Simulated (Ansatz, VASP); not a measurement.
# Cross-check of SnGeC2 (CuAu-ordered zincblende type (invented)) between VASP and Ansatz, part 3 of 3

One calculation is typed for both programs; each brings its own data sets. How far apart do they land? The cell is generated by rule, not measured, and may not be a known phase. The cell is taken from a series of runs on this material, whose earlier steps may have relaxed, scaled, displaced or heated it; both programs get it as it stands.

VASP 6.6.1 and Ansatz 0.2.0.

So far: Ansatz: relaxation of cell and atoms, PBEsol, pair 1; VASP: relaxation of cell and atoms, PBEsol, pair 1; Differences; VASP: relaxation of cell and atoms, PBEsol, pair 2; Ansatz: relaxation of cell and atoms, PBEsol, pair 2; Comparison.

## (8) Ansatz: relaxation of cell and atoms, PBEsol, pair 3

Level of this step: Ansatz beside VASP: Kohn-Sham DFT, plane waves, PBEsol (Ansatz).

The relaxed volume is the usual yardstick between codes: in a stiff, nearly cubic crystal its relative difference is about their pressure difference at one cell divided by the bulk modulus.

The cell is taken from a series of runs on this material, whose earlier steps may have relaxed, scaled, displaced or heated it; both programs get it as it stands.

Input file input.yaml:

```yaml
crystal:
  lattice:
    - [3.3869545964, 0.0, 0.0]
    - [0.0, 3.3869545964, 0.0]
    - [0.0, 0.0, 4.8205339295]
  atoms:
    - { symbol: Ge, position: [0.0, 0.0, 0.0] }
    - { symbol: Sn, position: [0.5, 0.5, 0.5] }
    - { symbol: C, position: [0.0, 0.5, 0.2249568152] }
    - { symbol: C, position: [0.5, 0.0, 0.7750431848] }
kpoints:
  mp_grid: { grid: [8, 8, 6] }
hamiltonian:
  xc: pbesol
scf:
  occupations: { method: gaussian, width: 0.02 }
output:
  forces: true
  stress: true
  eigenvalues: true
relax:
  adjacent_minimum: "off"
  f_tol: 0.005
  max_steps: 80
  cell: { stress_tol: 0.05 }
```

Run with:

```bash
$ ansatz run input.yaml --threads 2 --pin off --max-ram 5120MiB --backend cpu --events-out ev --progress --plain --runs-dir out
```

Numbers of over 12 decimals in the logs are rounded to 6 here.

The program printed:

```text
[...]
Crystal: 4 atoms, lattice volume = 55.299 Å³
Basis set: ecut = 420 eV, 1061 PW (Γ), exchange–correlation on 48×48×72 points (8 copies of the dense FFT grid, shifted against one another)
Bands: 22, of which v1, the nominal top of the filled ones, is band 18 counted from 1 (17 counted from 0)
Symmetry: 8 space group operations
[...]
k-points: 60 of 384 (time reversal used)
[...]
--- Relaxed structure (3 steps of the walk, 3 accepted, 1 SCFs on fresh bases) ---
[...]
cell:  # Å, volume = 55.3070 Å³
    - [3.385074, 0, 0]
    - [0, 3.385074, 0.0]
    - [0, 0.0, 4.826625]
  atoms:
    - { symbol: Ge, position: [0, 0, 0.0] }
    - { symbol: Sn, position: [0.5, 0.5, 0.500000] }
    - { symbol: C, position: [0, 0.5, 0.224991] }
    - { symbol: C, position: [0.5, 0, 0.775009] }
[key lines of the parts left out:]
SCF converged after 6 iterations
Free energy (F): -10694.108275 eV
Fermi energy:    11.885173 eV
P = ⅓ Tr σ = 0.0024 GPa (0.024 kbar)
```

## (9) VASP: relaxation of cell and atoms, PBEsol, pair 3

The same cell, functional, mesh and smearing now go to VASP, with its own data sets.

Input file INCAR:

```
SYSTEM = SnGeC2
PREC = Accurate
ENCUT = 600
EDIFF = 1E-07
NELM = 120
ISMEAR = 0
SIGMA = 0.02
LREAL = .FALSE.
ALGO = Normal
GGA = PS
NBANDS = 24
LORBIT = 11
LWAVE = .FALSE.
LCHARG = .FALSE.
ISIF = 3
IBRION = 2
NSW = 80
EDIFFG = -0.005
LASPH = .TRUE.
GGA_COMPAT = .FALSE.
NELMIN = 4
EFERMI = MIDGAP
KPAR = 2
```

Input file POSCAR:

```
SnGeC2
1.0
    3.3869550000      0.0000000000      0.0000000000
    0.0000000000      3.3869550000      0.0000000000
    0.0000000000      0.0000000000      4.8205340000
Ge Sn C
1 1 2
Direct
    0.0000000000      0.0000000000      0.0000000000
    0.5000000000      0.5000000000      0.5000000000
    0.0000000000      0.5000000000      0.2249568201
    0.5000000000      0.0000000000      0.7750431799
```

Input file KPOINTS:

```
Automatic mesh
0
Gamma
8 8 6
0 0 0
```

Potentials, in the order of the species: Ge_d, Sn_d and C (PBE family, release 64).

Run with:

```bash
$ mpirun -np 2 vasp_std
```

The program printed:

```text
[... set-up lines as in an earlier step ...]
 entering main loop
       N       E                     dE             d eps       ncg     rms          rms(c)
DAV:   1     0.297585092890E+03    0.29759E+03   -0.19998E+04  3328   0.352E+03
DAV:   2     0.175411050477E+02   -0.28004E+03   -0.27082E+03  2984   0.696E+02
DAV:   3    -0.271904500313E+02   -0.44732E+02   -0.44467E+02  3392   0.182E+02
DAV:   4    -0.291089743170E+02   -0.19185E+01   -0.19149E+01  3536   0.418E+01
[...]
DAV:  12    -0.259531814717E+02    0.28365E-06   -0.16917E-05  3824   0.687E-02    0.219E-03
DAV:  13    -0.259531815517E+02   -0.79987E-07   -0.11001E-06  3784   0.997E-03    0.164E-03
DAV:  14    -0.259531814573E+02    0.94380E-07   -0.86310E-08  2408   0.475E-03
   1 F= -.25953181E+02 E0= -.25953181E+02  d E =-.259532E+02
[...]
2 F= -.25953244E+02 E0= -.25953244E+02  d E =-.621157E-04
[...]
3 F= -.25953244E+02 E0= -.25953244E+02  d E =-.621476E-04
[...]
4 F= -.25953251E+02 E0= -.25953251E+02  d E =-.714568E-05
[...]
5 F= -.25953257E+02 E0= -.25953257E+02  d E =-.138053E-04
[...]
reached required accuracy - stopping structural energy minimisation
```

Parts of OUTCAR (step 9):

```text
  Total        0.0067112      0.0067112      0.0055361      0.0000000      0.0000000      0.0000000
  in kB        0.1945802      0.1945802      0.1605098      0.0000000      0.0000000      0.0000000
  external PRESSURE =       0.1832234 kB  Pullay stress =       0.0000000 kB

 POSITION                                       TOTAL-FORCE (eV/Angst)
 -----------------------------------------------------------------------------------
      0.00000     -0.00000      0.00000        -0.000000     -0.000000      0.000000
      1.69197      1.69197      2.41288         0.000000      0.000000      0.000000
      0.00000      1.69197      1.08511         0.000000     -0.000000      0.002908
      1.69197     -0.00000      3.74066         0.000000      0.000000     -0.002908
 -----------------------------------------------------------------------------------
    total drift:                                0.000000      0.000000      0.000000

  FREE ENERGIE OF THE ION-ELECTRON SYSTEM (eV)
  ---------------------------------------------------
  free  energy   TOTEN  =       -25.9532574103 eV

  energy  without entropy=      -25.9532574103  energy(sigma->0) =      -25.95325741

[... 2 parts as in an earlier step ...]

[... 2 further parts left out ...]
[key lines of the parts left out:]
E-fermi :   8.3601
```

## (10) Differences

Both answers:

```
                                         quantity  Ansatz   VASP  difference
                                      volume (Å³)   55.31  55.26     +0.08 %
edge a after relaxation, in the typed setting (Å)   3.385  3.384     +0.04 %
edge c after relaxation, in the typed setting (Å)   4.827  4.826     +0.02 %
```

## (11) Outcome

```json
{
 "difference in volume (relaxation of cell and atoms, PBEsol, pair 1)": "0.068 %",
 "difference in edge c after relaxation, in the typed setting (relaxation of cell and atoms, PBEsol, pair 2)": "-0.056 %",
 "difference in volume (relaxation of cell and atoms, PBEsol, pair 3)": "0.084 %"
}
```

What this shows: The difference in volume is 0.084 % (relaxation of cell and atoms, PBEsol, pair 3), within the 1.2 % picked in this series as the mark of a large difference, as far as the stopping tolerances let one tell. Such differences can come from data sets, numerical settings and the points named under the comparisons, not from the functional's error against experiment.

[Lines on the potential files, build, host, timing and source positions are cut from VASP's logs without a mark.]

[Logs are printed without paths, hosts, clocks, repeated set-up lines and the standing remarks that a program may print on its own settings, such as how far it seeks lower states.]

[Hosts, paths, dates, database ids (printed as entryN), source tags and the programs' standing remarks are cut or masked in the printed files.]
